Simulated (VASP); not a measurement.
Computed with PBEsol GGA, VASP's PBE PAW potentials (set 64) (plane waves; VASP 6.6.1).

The input files of a VASP run:

File KPOINTS:
```
Automatic mesh
0
Gamma
12 12 12
0 0 0
```

File POSCAR:
```
SnO
1.0
  0.0000000000   2.6308061843   2.6308061843
  2.6308061843   0.0000000000   2.6308061843
  2.6308061843   2.6308061843   0.0000000000
Sn O
1 1
Cart
  0.0000000000   0.0000000000   0.0000000000
  1.3154030921   1.3154030921   1.3154030921
```

### INCAR
```
! general
SYSTEM   =  SnO
PREC     =  Accurate
ENCUT    =  620
LREAL    =  .False.   ! projection in real space or not
LASPH    =  .True.   ! aspherical one-centre terms

! electronic loop
EDIFF    =  1E-6   ! SCF stop (eV)
NELM     =  100
ALGO     =  Normal   ! blocked Davidson
LMAXMIX  =  4

! smearing
ISMEAR   =  1
SIGMA    =  0.1

! functional
GGA      =  PS   ! PBEsol

! ions
IBRION   =  2   ! conjugate gradients
NSW      =  40   ! most ionic steps
ISIF     =  3   ! ions, shape and volume
EDIFFG   =  -0.02
PSTRESS  =  50   ! kbar

! output
LWAVE    =  .False.
LCHARG   =  .False.
```

POTCAR, in this order: Sn_d O (PBE.64 set). Program: vasp_std.

Output of the run:

File OSZICAR:
```
       N       E                     dE             d eps       ncg     rms          rms(c)
DAV:   1     0.167474635563E+03    0.16747E+03   -0.11709E+04  2048   0.232E+03
DAV:   2     0.470509439078E+01   -0.16277E+03   -0.15756E+03  2256   0.492E+02
DAV:   3    -0.124455190978E+02   -0.17151E+02   -0.16841E+02  2394   0.135E+02
DAV:   4    -0.128482629508E+02   -0.40274E+00   -0.40258E+00  2190   0.232E+01
DAV:   5    -0.128603517633E+02   -0.12089E-01   -0.12089E-01  2742   0.391E+00    0.799E+00
DAV:   6    -0.113150461445E+02    0.15453E+01   -0.12623E+01  2976   0.472E+01    0.478E+00
DAV:   7    -0.111003157451E+02    0.21473E+00   -0.18835E+00  2436   0.996E+00    0.136E+00
DAV:   8    -0.110780036129E+02    0.22312E-01   -0.12661E-01  2064   0.332E+00    0.304E-01
DAV:   9    -0.110767997670E+02    0.12038E-02   -0.88429E-03  2950   0.959E-01    0.113E-01
DAV:  10    -0.110770104657E+02   -0.21070E-03   -0.19566E-03  2406   0.473E-01    0.570E-02
DAV:  11    -0.110769298522E+02    0.80613E-04   -0.54286E-04  2996   0.224E-01    0.113E-02
DAV:  12    -0.110769307320E+02   -0.87979E-06   -0.31885E-05  2094   0.504E-02    0.742E-03
DAV:  13    -0.110769302787E+02    0.45336E-06   -0.23949E-06  2270   0.146E-02
   1 F= -.99404655E+01 E0= -.99403956E+01  d E =-.994047E+01
```

### OUTCAR
```
------------------------ aborting loop because EDIFF is reached ----------------------------------------
  FORCE on cell =-STRESS in cart. coord.  units (eV):
  Direction    XX          YY          ZZ          XY          YZ          ZX
  --------------------------------------------------------------------------------------
  Total        1.1423810      1.1423810      1.1423810      0.0000000      0.0000000      0.0000000
  in kB       50.2602913     50.2602913     50.2602913      0.0000000      0.0000000      0.0000000
  external PRESSURE =       0.2602913 kB  Pullay stress =      50.0000000 kB
  volume of cell :       36.42
      direct lattice vectors                 reciprocal lattice vectors
     0.000000000  2.630806184  2.630806184    -0.190055810  0.190055810  0.190055810
     2.630806184  0.000000000  2.630806184     0.190055810 -0.190055810  0.190055810
     2.630806184  2.630806184  0.000000000     0.190055810  0.190055810 -0.190055810
 POSITION                                       TOTAL-FORCE (eV/Angst)
 -----------------------------------------------------------------------------------
      0.00000      0.00000      0.00000        -0.000000     -0.000000      0.000000
      1.31540      1.31540      1.31540         0.000000      0.000000     -0.000000
 -----------------------------------------------------------------------------------
    total drift:                               -0.000000     -0.000000     -0.000000
  FREE ENERGIE OF THE ION-ELECTRON SYSTEM (eV)
  ---------------------------------------------------
  free  energy   TOTEN  =       -11.0769302787 eV

  energy  without entropy=      -11.0767204703  energy(sigma->0) =      -11.07686034
  enthalpy is  TOTEN    =        -9.9404655019 eV   P V=        1.1364647768

 reached required accuracy - stopping structural energy minimisation
```
(Selected blocks of OUTCAR.)

The structure was generated: SnO was put into the zinc blende type (F-43m), which need not be its known phase. It was relaxed first under an external pressure of 5 GPa.
